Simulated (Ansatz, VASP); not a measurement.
## Cross-check of HfFe3Si2 between VASP and Ansatz

One calculation is typed for both programs; each brings its own data sets and cutoff. How far apart do they land? The cell is invented: As first built, before any earlier steps moved the atoms (in the runner's words): it takes the FeGe structure with some of its atoms replaced by other elements, volume scaled by an estimate. It may not be a known or stable phase. The cell is taken from a series of VASP runs on this material, whose earlier steps may have relaxed, scaled or displaced it; both programs get it as it stands.

Method: plane waves, with VASP 6.6.1 beside it; relaxation of cell and atoms at PBE, in Ansatz 0.2.0.

**1. The starting structure**

It takes space group P6/mmm (No. 191, hexagonal). Conventional cell: a = 5.121 Å, b = 5.121 Å, c = 3.648 Å, α = 90.00°, β = 90.00°, γ = 120.00°. Hf has 6 Fe at 2.56 Å nearest. Nearest to Fe lie 4 Si at 2.35 Å and 4 Fe at 2.56 Å and 2 Hf at 2.56 Å. Nearest to Si lie 6 Fe at 2.35 Å. As first built, before any earlier steps moved the atoms (in the runner's words): sites of the FeGe structure (space group 191) filled with other elements, volume scaled by an estimate. Farther neighbours are not listed.

Structure file:

```cif
data_structure
_symmetry_space_group_name_H-M 'P6/mmm'
_symmetry_Int_Tables_number 191
_cell_length_a 5.1207
_cell_length_b 5.1207
_cell_length_c 3.6476
_cell_angle_alpha 90.000
_cell_angle_beta 90.000
_cell_angle_gamma 120.000
_cell_volume 82.83
loop_
_atom_site_label
_atom_site_type_symbol
_atom_site_symmetry_multiplicity
_atom_site_Wyckoff_symbol
_atom_site_fract_x
_atom_site_fract_y
_atom_site_fract_z
_atom_site_occupancy
Hf1 Hf 1 a 0.00000 0.00000 0.00000 1
Fe1 Fe 3 f 0.50000 0.00000 0.00000 1
Si1 Si 2 d 0.33333 0.66667 0.50000 1
```

**2. Ansatz: relaxation of cell and atoms, PBE**

Ansatz runs on its default PAW (the set named soft_2) files.

The relaxed volume is the usual yardstick between codes: its relative difference is about their pressure difference at one cell divided by the bulk modulus.

The input, input.yaml:

```yaml
crystal:
  lattice:
    - [5.1207326134, 4.61e-08, 0.0]
    - [-2.5603657268, 4.4346843805, 0.0]
    - [0.0, 0.0, 3.6476494314]
  atoms:
    - { symbol: Hf, position: [0.0, 0.0, 0.0] }
    - { symbol: Fe, position: [0.5, 0.0, 0.0], spin: 3.0 }
    - { symbol: Fe, position: [0.5, 0.5, 0.0], spin: 3.0 }
    - { symbol: Fe, position: [0.0, 0.5, 0.0], spin: 3.0 }
    - { symbol: Si, position: [0.33333333, 0.66666667, 0.5] }
    - { symbol: Si, position: [0.66666667, 0.33333333, 0.5] }
hamiltonian:
  xc: pbe
  pseudopotentials: { kind: paw }
magnetization:
  spin_polarized: true
kpoints:
  mp_grid: { grid: [6, 6, 7] }
scf:
  occupations: { method: fermi_dirac, width: 0.05 }
relax:
  f_tol: 0.01
  max_steps: 60
  cell: { stress_tol: 0.05 }
output:
  forces: true
  stress: true
  write_density: true
  write_potential: true
  elf: true
  volumetric_format: npy
```

The run is started by

```console
ansatz run input.yaml --threads 4 --pin off --max-ram 9216MiB --backend cpu --events-out ev --progress --plain --runs-dir out
```

Numbers of over 12 decimals in the logs are rounded to 6 here.

Log:

```text
Warning: the atoms were moved onto the symmetric positions of the space group found under crystal.symmetry.tolerance 1.0e-5 (fractional; no operation is sought that the atoms, as they stand in a round, miss by more than twice it, and no atom is moved by as much as it), and the run uses the moved positions. Before a round's move an operation carried an atom to 5.12e-8 Å from where it should land, the largest such dist [...]
Engine: ansatz 0.2.0, aarch64-unknown-linux-gnu
Pseudopotentials: kind: paw
Pseudopotential: Hf, paw, valence charge 26, recommended cutoff 420 eV (normal), Hf.paw.azcp
Pseudopotential: Fe, paw, valence charge 16, recommended cutoff 420 eV (normal), Fe.paw.azcp
Pseudopotential: Si, paw, valence charge 4, recommended cutoff 420 eV (normal), Si.paw.azcp
Functional definition: PBE
  parameter kappa = 0.804
  parameter beta = 0.066725
  exchange = pbe_x(kappa = kappa, mu = beta*pi^2/3)
  correlation = pbe_c(beta = beta)
Crystal: 6 atoms, lattice volume = 82.834 Å³
Basis set: ecut = 420 eV, 1651 PW (Γ), exchange–correlation on 72×72×50 points (8 copies of the dense FFT grid, shifted against one another)
Bands: 55, of which v1, the nominal top of the filled ones, is band 41 counted from 1 (40 counted from 0)
Symmetry: 24 space group operations
Space group: P6/mmm (ITA 191), of the structure as read, at distance tolerance 4.4e-5 Å
Magnetic group: BNS 191.233 (UNI 1463), of the structure as read, at distance tolerance 4.4e-5 Å
k-points: 28 of 252
Non-local potential: Hf, projectors of the file, l = 0: 3, l = 1: 2, l = 2: 2, l = 3: 3
Non-local potential: Fe, projectors of the file, l = 0: 3, l = 1: 2, l = 2: 3, l = 3: 1
Non-local potential: Si, projectors of the file, l = 0: 2, l = 1: 2, l = 2: 2
PAW form: soft (Blöchl's): semilocal exchange-correlation on the pseudo side does not see the compensation charge
PAW one-centre angular grid: Hf, 590 points (default); XC on 64 Gauss nodes
PAW one-centre angular grid: Fe, 590 points (default); XC on 64 Gauss nodes
PAW one-centre angular grid: Si, 110 points (default); XC on 64 Gauss nodes
Initial density: superposition of atomic densities (chi_scale 0.1, normalization cell, long waves kept (reshape's long-wave potential 0.00 eV rms))
Starting moments: Σ|m| = 9 μB on 3 of 6 sites
Initial wavefunctions: pseudopotential atomic-orbital guess
Functional: x = pbe(κ = 0.804, μ = 0.219515), c = pbe(β = 0.066725)
SCF iter   1: F=—  HF=-30435.441872 eV  |F-HF|=—  |Δ(HF+E_count)|=         —  Δρ=1.16e-1 (↑1.16e-1 ↓5.18e-2)  dr2=1.63e1  dr2_m=1.47e0  M=5.893 μB ∫|m|=7.505 μB  β_m=0.30  ethr=3.10e-3  ⟨swp⟩=5.9  Hψ=11048  notcnv=0  defer=2
Mixer restart at iter 1: flushing history
preconditioner: auto → Kerker (q_TF=auto, 2.724 Å⁻¹)  [metal: Δε(μ)=0.008 eV  Ē_g=9.938 eV  σ=0.050 eV  W_gap=0.04  n_scr=26 (ndim 8)  ℏωp=28.8 eV  f_vac=0.000  D(μ)=4.43/eV (n_scr^D=44)]
spin=Collinear: Kerker preconditioning applied to the charge; magnetization (m = ρ↑ − ρ↓) channel mixes plain (no charge-response kernel on spin).
SCF iter   2: F=—  HF=-30430.413033 eV  |F-HF|=—  |Δ(HF+E_count)|=    5.03e0  Δρ=4.11e-2 (↑4.11e-2 ↓3.30e-2)  dr2=1.57e0  dr2_m=7.52e-1  M=5.545 μB ∫|m|=7.307 μB  β_m=0.35  ethr=3.10e-3  ⟨swp⟩=3.0  Hψ=6595  notcnv=0  defer=238
SCF iter   3: F=—  HF=-30431.782171 eV  |F-HF|=—  |Δ(HF+E_count)|=    1.37e0  Δρ=3.79e-2 (↑2.56e-2 ↓3.79e-2)  dr2=1.53e0  dr2_m=6.20e-1  M=5.159 μB ∫|m|=6.891 μB  β_m=0.67  ethr=1.92e-3  ⟨swp⟩=2.1  Hψ=3950  notcnv=0  defer=222
SCF iter   4: F=—  HF=-30434.271549 eV  |F-HF|=—  |Δ(HF+E_count)|=    2.49e0  Δρ=4.38e-2 (↑1.16e-2 ↓4.38e-2)  dr2=2.23e0  dr2_m=4.57e-1  M=4.223 μB ∫|m|=5.939 μB  β_m=0.15  ethr=1.86e-3  ⟨swp⟩=2.5  Hψ=4713  notcnv=0  defer=221
SCF iter   5: F=—  HF=-30434.700045 eV  |F-HF|=—  |Δ(HF+E_count)|=   4.28e-1  Δρ=2.73e-2 (↑2.73e-2 ↓2.06e-2)  dr2=3.47e-1  dr2_m=3.86e-1  M=3.946 μB ∫|m|=5.570 μB  β_m=0.41  ethr=1.86e-3  ⟨swp⟩=2.5  Hψ=5318  notcnv=0  defer=235
SCF iter   6: F=—  HF=-30435.400431 eV  |F-HF|=—  |Δ(HF+E_count)|=   7.00e-1  Δρ=2.38e-2 (↑2.38e-2 ↓5.78e-3)  dr2=5.10e-1  dr2_m=9.53e-2  M=2.678 μB ∫|m|=4.106 μB  β_m=0.61  ethr=4.23e-4  ⟨swp⟩=3.1  Hψ=6007  notcnv=0  defer=233
SCF iter   7: F=—  HF=-30435.518265 eV  |F-HF|=—  |Δ(HF+E_count)|=         —  Δρ=1.75e-2 (↑1.75e-2 ↓1.24e-2)  dr2=4.71e-2  dr2_m=1.65e-1  M=2.021 μB ∫|m|=3.232 μB  β_m=0.61  ethr=4.23e-4  ⟨swp⟩=2.3  Hψ=4302  notcnv=0  defer=236
Mixer restart at iter 7: flushing history
SCF iter   8: F=—  HF=-30435.524388 eV  |F-HF|=—  |Δ(HF+E_count)|=   6.12e-3  Δρ=1.08e-2 (↑7.55e-3 ↓1.08e-2)  dr2=6.82e-3  dr2_m=6.23e-2  M=1.955 μB ∫|m|=3.079 μB  β_m=0.80  ethr=5.74e-5  ⟨swp⟩=2.1  Hψ=4411  notcnv=0  defer=237
SCF iter   9: F=—  HF=-30435.546253 eV  |F-HF|=—  |Δ(HF+E_count)|=   2.19e-2  Δρ=1.05e-2 (↑1.05e-2 ↓3.80e-3)  dr2=1.17e-1  dr2_m=9.22e-3  M=1.864 μB ∫|m|=2.890 μB  β_m=0.63  ethr=8.32e-6  ⟨swp⟩=3.0  Hψ=6786  notcnv=0  defer=237
SCF iter  10: F=—  HF=-30435.520385 eV  |F-HF|=—  |Δ(HF+E_count)|=   2.59e-2  Δρ=1.08e-3 (↑4.61e-4 ↓1.08e-3)  dr2=2.34e-3  dr2_m=1.10e-4  M=1.839 μB ∫|m|=2.812 μB  β_m=0.79  ethr=8.32e-6  ⟨swp⟩=2.7  Hψ=6609  notcnv=0  defer=239
[...]
SCF iter  15: F=—  HF=-30435.520911 eV  |F-HF|=—  |Δ(HF+E_count)|=   1.14e-7  Δρ=5.62e-6 (↑5.62e-6 ↓3.86e-6)  dr2=8.36e-8  dr2_m=3.28e-9  M=1.831 μB ∫|m|=2.791 μB  β_m=0.96  ethr=1.34e-9  ⟨swp⟩=1.8  Hψ=3726  notcnv=0  defer=239
SCF iter  16: F=—  HF=-30435.520911 eV  |F-HF|=—  |Δ(HF+E_count)|=   1.21e-9  Δρ=6.74e-6 (↑4.65e-6 ↓6.74e-6)  dr2=1.16e-7  dr2_m=9.41e-10  M=1.831 μB ∫|m|=2.791 μB  β_m=0.98  ethr=1.02e-10  ⟨swp⟩=2.0  Hψ=4457  notcnv=0  defer=239
SCF iter  17: F=-30435.520911 eV  HF=-30435.520911 eV  |F-HF|=2.27e-9  |Δ(HF+E_count)|=   9.21e-9  Δρ=9.12e-7 (↑9.12e-7 ↓8.89e-7)  dr2=2.40e-9  dr2_m=7.75e-12  M=1.831 μB ∫|m|=2.791 μB  ethr=1.02e-10  ⟨swp⟩=5.8  Hψ=16377  notcnv=0
SCF 1 converged in 17 iterations: F = -30435.520911 eV  dr2 = 2.40e-9
  greatest PAW one-centre occupation: 1.001 electrons in one spin orbital (limit 2), on the Fe atom at site 3 (counted from 0), in its partial waves of l = 1
relax step   1: F+E_penalty+E_count = -30435.52091073 eV  Δ(F+E_penalty+E_count) = +0.000e0 eV  max|allowed force component| = 4.163e-17 eV/Å  Δτ_max = 0.0000 Å  P = +2.057 GPa  Ω = 82.834 Å³  (17 SCF iters, dr2 threshold 1.00e-7 eV, accepted)
[...]
relax step   2: F+E_penalty+E_count = -30435.52638372 eV  Δ(F+E_penalty+E_count) = -5.473e-3 eV  max|allowed force component| = 3.161e-17 eV/Å  Δτ_max = 0.0000 Å  P = +0.521 GPa  Ω = 83.560 Å³  energy of the carried Pulay correction = -3.067e-4 eV  (10 SCF iters, dr2 threshold 6.00e-7 eV, accepted)
[...]
relax step   3: F+E_penalty+E_count = -30435.52675488 eV  Δ(F+E_penalty+E_count) = -3.712e-4 eV  max|allowed force component| = 5.474e-17 eV/Å  Δτ_max = 0.0000 Å  P = +0.043 GPa  Ω = 83.797 Å³  energy of the carried Pulay correction = -4.010e-4 eV  (9 SCF iters, dr2 threshold 6.00e-7 eV, accepted)
[...]
relax step   4: F+E_penalty+E_count = -30435.52679651 eV  Δ(F+E_penalty+E_count) = -4.162e-5 eV  max|allowed force component| = 6.476e-17 eV/Å  Δτ_max = 0.0000 Å  P = +0.000 GPa  Ω = 83.823 Å³  energy of the carried Pulay correction = -4.064e-4 eV  (8 SCF iters, dr2 threshold 7.06e-8 eV, accepted)
[...]
relax step   5: F+E_penalty+E_count = -30435.52719390 eV  Δ(F+E_penalty+E_count) = -3.974e-4 eV  max|allowed force component| = 6.322e-17 eV/Å  Δτ_max = 0.0000 Å  P = +0.006 GPa  Ω = 83.823 Å³  stress off target by 9.14e-3 GPa  SCF on the basis re-selected at this cell (its energy is not comparable with the rows above)  (12 SCF iters)
basis re-selected at this cell: Δ(F+E_penalty+E_count) = -3.974e-4 eV, ΔP = +0.006 GPa vs the last step (what re-selecting the basis moved, of the pressure what is left beyond the Pulay correction that the steps carried, after the strain that the cell walked since its last selection, with what the two solves' SCF thresholds leave and, on support functions, any second-order correction that the steps lacked; it is no m [...]
SCF converged after 12 iterations
Magnetization: 1.8793 μB (41.9396 up, 40.0604 down)
Absolute magnetization: 2.8875 μB (∫|ρ↑−ρ↓|, with the PAW one-centre terms)
Spin contamination: 0.2092 ħ² per cell (⟨S²⟩ above its minimum at these occupations)
Per-site moments (μB) at R_I (Å): [(-0.176926, 1.060481), (0.767722, 0.972145), (0.767722, 0.972145), (0.767722, 0.972145), (-0.027178, 0.972145), (-0.027178, 0.972145)]
Free energy (F): -30435.527194 eV
Harris-Foulkes:  -30435.527194 eV  (|F-HF|=0.00e0)
Internal energy: -30435.478111 eV  (E = F + TS)
E sigma→0 (E₀):  -30435.502653 eV
Entropy (-TS):   -0.049083 eV (-8.180 meV/atom)
Fermi energy:    16.344926 eV
--- Per-component energies (eV) ---
  E_band       = -713.189110
  E_kinetic    = 1583.394009
  E_local      = -14168.033475  (includes V_loc(G=0)·N_el)
  E_nonlocal   = -550.335848
  E_hartree    = 6362.172090
  E_xc         = -771.858454
  E_vxc        = -825.583661  (∫ρ·V_xc dr)
  E_paw        = -12049.361654  (= ΣΔE_a)
  E_vpaw       = 523.023419  (= ΣTr[D̂ρ^β])
  E_aug_tail   = 0.002461  (compensation charges beyond the density's cutoff)
  E_ewald      = -10841.457241
  E_smearing   = -0.049083  (= −TS)
  E_closure    = 0.000000  (closes the sum)
  Σ components = -30435.527194   (vs F -30435.527194, Δ=0.00e0)
--- Forces (eV/Å), atoms counted from 1 ---
  atom   1  Hf     0.00000000    -0.00000000     0.00000000
  atom   2  Fe     0.00000000     0.00000000     0.00000000
  atom   3  Fe     0.00000000    -0.00000000     0.00000000
  atom   4  Fe    -0.00000000    -0.00000000     0.00000000
  atom   5  Si     0.00000000     0.00000000     0.00000000
  atom   6  Si    -0.00000000    -0.00000000     0.00000000
  max |Σ_I F_I| component: 9.25e-18 eV/Å
--- Stress (GPa, compression-positive) ---
        0.003775      -0.000000       0.000000
       -0.000000       0.003775       0.000000
        0.000000       0.000000       0.009142
  P = ⅓ Tr σ = 0.0056 GPa (0.056 kbar)
--- Band table (eV; the first three rows and the last of 56) ---
  k-point 0 ↑: bands = [... 37 lower, 15.1963, 15.3257, 15.6861, 15.6864, 15.6864, 15.9836, 17.0975, 18.0695, ... 10 higher]
  k-point 1 ↑: bands = [... 37 lower, 15.6438, 15.6438, 15.6624, 15.9147, 15.9147, 16.3682, 17.0980, 17.8584, ... 10 higher]
  k-point 2 ↑: bands = [... 37 lower, 15.5502, 15.5502, 15.6101, 16.9926, 16.9926, 17.0989, 17.1164, 17.1164, ... 10 higher]
  k-point 27 ↓: bands = [... 37 lower, 15.5933, 15.5933, 15.6554, 16.3922, 16.3922, 16.8022, 17.1121, 18.5333, ... 10 higher]
--- Relaxed structure (4 steps of the walk, 4 accepted, 1 SCFs on fresh bases) ---
  F+E_penalty+E_count = -30435.52719390 eV   max|allowed force component| = 6.322e-17 eV/Å   (the final SCF, on the basis selected at the relaxed cell)
  cell:  # Å, volume = 83.8234 Å³
    - [5.141726, -3.130335205695155e-7, 0.0]
    - [-2.570863, 4.452865, 0.0]
    - [0.0, 0.0, 3.661145]
  atoms:
    - { symbol: Hf, position: [0, 0, 0.0] }
    - { symbol: Fe, position: [0.5, 0.0, 0.0] }
    - { symbol: Fe, position: [0.500000, 0.500000, 0.0] }
    - { symbol: Fe, position: [0.0, 0.5, 0.0] }
    - { symbol: Si, position: [0.333333, 0.666667, 0.5] }
    - { symbol: Si, position: [0.666667, 0.333333, 0.5] }
```

Run time: 25 s. Hardware: 4 threads of Arm Neoverse V2, shared host; peak memory 0.6 GiB; 94 s of CPU time.

(Continued in part 2 of 2.)

[Lines on the potential files, build, host, timing and source positions are cut from VASP's logs without a mark.]

[Logs are printed without paths, hosts, clocks, repeated set-up lines and the standing remarks that a program may print on its own settings, such as how far it seeks lower states.]

[Hosts, paths, dates, database ids (printed as entryN), source tags and the programs' standing remarks are cut or masked in the printed files.]
